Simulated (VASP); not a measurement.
# GaBiSe4 (Cmmm) in VASP: relaxation of cell and atoms with PBE

Aim: the relaxation of cell and atoms of GaBiSe4 with PBE.

All numbers are computed with VASP 6.6.1; they aren't measurements. Logs are shortened: lines on timing, memory, paths and dates and some standing lists are left out, and cuts for length are marked.

## 1. The structure

Symmetry: Cmmm, No. 65, orthorhombic system. Conventional cell: a = 5.091 Å, b = 8.133 Å, c = 8.910 Å, α = 90.00°, β = 90.00°, γ = 90.00°. Ga (site symmetry mmm) has 2 Se at 2.13 Å as nearest neighbours. Bi (site symmetry mmm) has 2 Se at 2.55 Å as nearest neighbours. Around Se (site symmetry mmm) lie 2 Se at 2.33 Å and 2 Bi at 2.55 Å. Around Se (site symmetry mm2) lie 1 Ga at 2.13 Å and 1 Se at 2.33 Å. Se (site symmetry mmm) is surrounded by 2 Ga at 2.55 Å.

The cell was built by a generator and needn't be a form met in nature.

## 2. Relaxation of cell and atoms, PBE

Contents of INCAR:

```
SYSTEM = GaBiSe4
PREC = Normal ; ENCUT = 520
EDIFF = 1E-4 ; ISMEAR = 0
SIGMA = 0.15 ; LREAL = .FALSE.
LASPH = .TRUE. ; NELM = 60
ALGO = Fast ; ISIF = 3
LWAVE = .FALSE. ; LCHARG = .FALSE.
GGA = PE ; IBRION = 2
NSW = 24 ; EDIFFG = -0.08
```

Contents of KPOINTS:

```
regular mesh
0
G
  3 3 2
  0 0 0
```

Contents of POSCAR:

```
GaBiSe4
1.0
    2.5455280800     -4.0665658800      0.0000000000
    2.5455280800      4.0665658800      0.0000000000
    0.0000000000      0.0000000000      8.9098504700
Ga Bi Se
1 1 4
Direct
    0.0000000000      0.0000000000      0.0000000000
    0.5000000000      0.5000000000      0.5000000000
    0.0000000000      0.0000000000      0.5000000000
    0.0000000000      0.0000000000      0.2388075200
    0.0000000000      0.0000000000      0.7611924800
    0.5000000000      0.5000000000      0.0000000000
```

Potentials or basis: VASP PAW PBE potentials, release 64 (Ga_d, Bi_d, Se).

Command:

```
$ cat potpaw_PBE.64/Ga_d/POTCAR potpaw_PBE.64/Bi_d/POTCAR potpaw_PBE.64/Se/POTCAR > POTCAR
$ mpirun -np 1 vasp_std > vasp.out
```

OUTCAR:

```text
SYSTEM = GaBiSe4
   PREC = Normal
   ENCUT = 520
   EDIFF = 1E-4
   ISMEAR = 0
   LREAL = .FALSE.
   LASPH = .TRUE.
   NELM = 60
   ISIF = 3
   GGA = PE
   IBRION = 2
   NSW = 24
   EDIFFG = -0.08

 ion  position               nearest neighbor table
   1  0.000  0.000  0.000-   4 2.13   5 2.13   6 2.55   6 2.55
   2  0.500  0.500  0.500-   3 2.55   3 2.55
   3  0.000  0.000  0.500-   4 2.33   5 2.33   2 2.55   2 2.55
   4  0.000  0.000  0.239-   1 2.13   3 2.33
   5  0.000  0.000  0.761-   1 2.13   3 2.33
   6  0.500  0.500  0.000-   1 2.55   1 2.55

  LATTYP: Found a base centered orthorhombic cell.
 ALAT       =     5.0910561600
 B/A-ratio  =     1.5975333024
 C/A-ratio  =     1.7500986416

  Lattice vectors:

 A1 = (   2.5455280800,  -4.0665658800,   0.0000000000)
 A2 = (   2.5455280800,   4.0665658800,   0.0000000000)
 A3 = (   0.0000000000,   0.0000000000,   8.9098504700)

Analysis of symmetry for initial positions (statically):
=====================================================================
 Subroutine PRICEL returns:
 Original cell was already a primitive cell.

 Routine SETGRP: Setting up the symmetry group for a
 base centered orthorhombic supercell.

 Subroutine GETGRP returns: Found  8 space group operations
 (whereof  8 operations were pure point group operations)
 out of a pool of  8 trial point group operations.

The static configuration has the point symmetry D_2h.

Analysis of symmetry for dynamics (positions and initial velocities):
=====================================================================
 Subroutine PRICEL returns:
 Original cell was already a primitive cell.

 Routine SETGRP: Setting up the symmetry group for a
 base centered orthorhombic supercell.

 Subroutine GETGRP returns: Found  8 space group operations
 (whereof  8 operations were pure point group operations)
 out of a pool of  8 trial point group operations.

The dynamic configuration has the point symmetry D_2h.

 Subroutine INISYM returns: Found  8 space group operations
 (whereof  8 operations are pure point group operations),
 and found     1 'primitive' translations

----------------------------------------------------------------------------------------

                                     Primitive cell

  volume of cell :     184.4617

  direct lattice vectors                    reciprocal lattice vectors
     2.545528080 -4.066565880  0.000000000     0.196422897 -0.122953867  0.000000000
     2.545528080  4.066565880  0.000000000     0.196422897  0.122953867  0.000000000
[... 95 lines left out ...]
     AMIX     =   0.40;   BMIX     =  1.00
     AMIX_MAG =   1.60;   BMIX_MAG =  1.00
  volume/ion in A,a.u.               =      30.74       207.47
  Fermi-wavevector in a.u.,A,eV,Ry     =   1.073430  2.028489 15.677353  1.152253
  Thomas-Fermi vector in A             =   2.209230
   LORBIT       =      0    0 simple, 1 ext, 2 COOP (PROOUT), +10 PAW based schemes
   GGA     = PE    functional components
   LHFCALC =     F    Hartree Fock is set to
   AEXX    =    0.0000 exact exchange contribution
   IVDW    =     0    specifies the selected vdW correction
   LEPSILON=     F    determine dielectric tensor
   LRPA    =     F    only Hartree local field effects (RPA)
 conjugate gradient relaxation of ions
 non-spin polarized calculation
 RMM-DIIS sequential band-by-band and
 Gauss-broadening in eV      SIGMA  =   0.15
  energy-cutoff  :      520.00
  volume of cell :      184.46
 maximum number of plane-waves:      4983
   NGX = 17   NGY = 17   NGZ = 33

--------------------------------------- Ionic step        1  -------------------------------------------

 number of electron      52.0000024 magnetization

 Free energy of the ion-electron system (eV)
  ---------------------------------------------------
  ext. energy  EPLUGINS =         0.00000000
  ---------------------------------------------------
  free energy    TOTEN  =       -16.42323451 eV

  energy without entropy =      -16.35783953  energy(sigma->0) =      -16.39053702

------------------------ aborting loop because EDIFF is reached ----------------------------------------

  FORCE on cell =-STRESS in cart. coord.  units (eV):
  Direction    XX          YY          ZZ          XY          YZ          ZX
  --------------------------------------------------------------------------------------
  -------------------------------------------------------------------------------------
  Total       11.5644668     -1.8480984     30.3984838     -0.0000000      0.0000000      0.0000000
  in kB      100.4454064    -16.0520150    264.0318927     -0.0000000      0.0000000      0.0000000
  external PRESSURE =     116.1417613 kB  Pullay stress =       0.0000000 kB
[... 101 lines left out ...]
  FREE ENERGIE OF THE ION-ELECTRON SYSTEM (eV)
  ---------------------------------------------------
  free  energy   TOTEN  =       -18.2179085418 eV

  energy  without entropy=      -18.1399945395  energy(sigma->0) =      -18.17895154

 E-fermi :   4.7392     XC(G=0):  -9.7703

 val. band max:        4.7140473535   @ k =  -0.3333   0.3333   0.0000
 cond. band min:       4.8066515590   @ k =   0.3333   0.0000   0.5000
 fundamental gap:      0.0926042055
 Fermi energy:         4.7392120847

 k-point     1 :       0.0000    0.0000    0.0000
  band No.  band energies     occupation
      1     -19.4827      2.00000
      2     -19.4729      2.00000
      3     -19.3373      2.00000
      4     -19.2781      2.00000
      5     -19.2730      2.00000
      6     -12.2415      2.00000
[... 261 lines left out ...]
     30       8.4100      0.00000
     31      10.5772      0.00000

[... ionic steps 4 to 20 ...]

--------------------------------------- Ionic step       21  -------------------------------------------

 number of electron      52.0000053 magnetization

------------------------ aborting loop because EDIFF is reached ----------------------------------------
[... 75 lines left out ...]
--------------------------------------- Ionic step       23  -------------------------------------------

 number of electron      52.0000056 magnetization

 Free energy of the ion-electron system (eV)
  ---------------------------------------------------
  ext. energy  EPLUGINS =         0.00000000
  ---------------------------------------------------
  free energy    TOTEN  =       -18.95248808 eV

  energy without entropy =      -18.87022644  energy(sigma->0) =      -18.91135726

 E-fermi :   3.2134     XC(G=0):  -9.0998

 val. band max:        3.1713103799   @ k =   0.0000   0.0000   0.5000
 cond. band min:       3.2199826759   @ k =   0.3333   0.3333   0.5000
 fundamental gap:      0.0486722960
 Fermi energy:         3.2133766807

 k-point     1 :       0.0000    0.0000    0.0000
  band No.  band energies     occupation
      1     -20.4549      2.00000
      2     -20.3964      2.00000
      3     -20.3819      2.00000
      4     -20.3318      2.00000
      5     -20.3244      2.00000
      6     -12.4468      2.00000
[... 294 lines left out ...]
  FREE ENERGIE OF THE ION-ELECTRON SYSTEM (eV)
  ---------------------------------------------------
  free  energy   TOTEN  =       -18.9524880794 eV

  energy  without entropy=      -18.8702264414  energy(sigma->0) =      -18.91135726

 reached required accuracy - stopping structural energy minimisation
```

CONTCAR:

```text
GaBiSe4
   1.00000000000000
     2.7701511834719938   -3.0411527604223880    0.0000000000000000
     2.7701511834719938    3.0411527604223880    0.0000000000000000
     0.0000000000000000    0.0000000000000000   10.0691153853924948
  Ga              Bi              Se
     1     1     4
Direct
     0.0000000000000000    0.0000000000000000    0.0000000000000000
     0.5000000000000000    0.5000000000000000    0.5000000000000000
     0.0000000000000000    0.0000000000000000    0.5000000000000000
     0.0000000000000000    0.0000000000000000    0.2458526873075732
     0.0000000000000000    0.0000000000000000    0.7541473126924267
     0.5000000000000000    0.5000000000000000    0.0000000000000000

  0.00000000E+00  0.00000000E+00  0.00000000E+00
  0.00000000E+00  0.00000000E+00  0.00000000E+00
  0.00000000E+00  0.00000000E+00  0.00000000E+00
  0.00000000E+00  0.00000000E+00  0.00000000E+00
  0.00000000E+00  0.00000000E+00  0.00000000E+00
  0.00000000E+00  0.00000000E+00  0.00000000E+00
```

It took 4.1 min on 1 thread of Intel Xeon 6975P-C (Granite Rapids), shared host; peak memory 0.23 GiB.

Results:

```
Free energy                            : -18.9525 eV
Relaxed volume                         : 28.28 Å³/atom
Relaxed cell                           : a = 4.114 Å, b = 4.114 Å, c = 10.069 Å, α = 90.00°, β = 90.00°, γ = 95.34°
Space group after relaxing (to 0.05 Å) : Cmmm (No. 65)
Energy gained by relaxing              : 421.5 meV/atom
Ionic steps                            : 23
Pressure after relaxing                : 0.0 GPa
Largest force after relaxing           : 0.053 eV/Å
Band gap on the k mesh                 : none (metal or under the smearing width)
```

Forces in eV/Å, atoms in the order of the input:
```
Ga   0.000  0.000  0.000
Bi   0.000  0.000  0.000
Se   0.000  0.000  0.000
Se   0.000  0.000  0.053
Se   0.000  0.000 -0.053
Se   0.000  0.000  0.000
```

The path:
| step | energy change (eV) | largest force (eV/Å) | pressure (GPa) | volume (Å³) |
| --- | --- | --- | --- | --- |
| 1 | 0.0000 | 1.0032 | 11.61 | 184.46 |
| 2 | -0.9173 | 0.0070 | -4.75 | 247.16 |
| 3 | -1.7947 | 0.0231 | -0.77 | 215.52 |
| 4 | -1.7954 | 0.0236 | -0.51 | 214.89 |
| 5 | -1.8315 | 0.0013 | -0.66 | 211.70 |
| 6 | -1.8841 | 0.0366 | -0.75 | 207.38 |
| 7 | -2.0011 | 0.1044 | -0.58 | 198.72 |
| 8 | -2.2799 | 0.2999 | 0.18 | 181.38 |
| 9 | -2.0167 | 0.1234 | 8.38 | 146.60 |
| 10 | -2.4062 | 0.4212 | 1.29 | 170.53 |
| 11 | -2.4135 | 0.4881 | 1.97 | 166.06 |
| 12 | -2.4255 | 0.4892 | 2.10 | 165.34 |
| 13 | -2.4438 | 0.4645 | 2.13 | 163.12 |
| 14 | -2.4633 | 0.4366 | 1.71 | 164.20 |
| 15 | -2.5030 | 0.3484 | 0.76 | 167.47 |
| 16 | -2.5082 | 0.1897 | -1.03 | 174.13 |
| 17 | -2.5172 | 0.2601 | -0.18 | 171.21 |
| 18 | -2.5171 | 0.2510 | -0.41 | 171.47 |
| 19 | -2.5197 | 0.2273 | -0.28 | 171.24 |
| 20 | -2.5250 | 0.1471 | -0.02 | 170.54 |
| 21 | -2.5231 | 0.0537 | 0.20 | 169.14 |
| 22 | -2.5263 | 0.0811 | -0.06 | 170.02 |
| 23 | -2.5293 | 0.0533 | -0.01 | 169.65 |

Final structure:
```xyz
6
Lattice="2.7702 -3.0412 0.0000 2.7702 3.0412 0.0000 0.0000 0.0000 10.0691" Properties=species:S:1:pos:R:3 pbc="T T T"
Ga    0.0000    0.0000    0.0000
Bi    2.7702    0.0000    5.0346
Se    0.0000    0.0000    5.0346
Se    0.0000    0.0000    2.4755
Se    0.0000    0.0000    7.5936
Se    2.7702    0.0000    0.0000
```

Caveat: the k mesh is coarse (spacing up to 0.49 Å⁻¹), so the values aren't converged; spin-orbit coupling is left out, which moves the levels of the heavy elements; the relaxation stopped at a loose force limit of 0.08 eV/Å, so its end isn't a converged minimum.
